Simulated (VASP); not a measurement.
VASP input:

**INCAR**
```
SYSTEM = VSe
PREC = Accurate
ENCUT = 400
EDIFF = 1E-7
NELM = 100
ALGO = Normal
LREAL = .FALSE.
LASPH = .TRUE.
ISMEAR = -5
GGA = PS
LMAXMIX = 4
ISPIN = 2
MAGMOM = 2.6 2.6 -0.1 -0.1
LORBIT = 11
LWAVE = .FALSE.
LCHARG = .TRUE.
NEDOS = 601
ISIF = 2
LEFG = .TRUE.
```

**KPOINTS**
```
Automatic mesh
0
gamma
10 10 5
0 0 0
```

### POSCAR
```
VSe
1
    3.8738820036     0.0000000000     0.0000000000
   -1.9369410018     3.3548801050     0.0000000000
   -0.0000000000    -0.0000000000     6.9955954721
V Se
2 2
Direct
  0.3333330000   0.6666670000   0.0095780217
  0.6666670000   0.3333330000   0.5095780217
  0.3333330000   0.6666670000   0.3654219783
  0.6666670000   0.3333330000   0.8654219783
```

POTCAR, in this order: V_sv Se (PBE.64 set). Program: vasp_std.

Problem. Translate this PBEsol calculation to Ansatz.

Solution. One equivalent input (not run):
Ansatz 0.2 input:
```yaml
crystal:
  lattice:
    - [3.8738820, 0.0000000, 0.0000000]
    - [-1.9369410, 3.3548801, 0.0000000]
    - [0.0000000, 0.0000000, 6.9955955]
  atoms:
    - { symbol: V, position: [0.3333330, 0.6666670, 0.0095780], spin: 2.6 }
    - { symbol: V, position: [0.6666670, 0.3333330, 0.5095780], spin: 2.6 }
    - { symbol: Se, position: [0.3333330, 0.6666670, 0.3654220], spin: -0.1 }
    - { symbol: Se, position: [0.6666670, 0.3333330, 0.8654220], spin: -0.1 }
kpoints:
  mp_grid: { grid: [10, 10, 5] }
hamiltonian:
  xc: pbesol
  pseudopotentials: { kind: paw }
magnetization: { spin_polarized: true }
scf:
  occupations: { method: tetrahedron }
  max_iter: 100
output: { forces: true, stress: true, eigenvalues: true }
```
Limits of the translation: each code has its own PAW files, so the cut-off isn't converted (ENCUT is set for VASP's; basis.ecutwfc is left out, and Ansatz then takes the one that its files recommend); Ansatz stops its SCF on the density residual and VASP on the energy change (EDIFF); the field gradients of LEFG aren't asked of the other code.

The structure was generated: VSe was put into the wurtzite type (P6_3mc), which need not be its known phase. It was relaxed first, which changed the volume by -27 %.
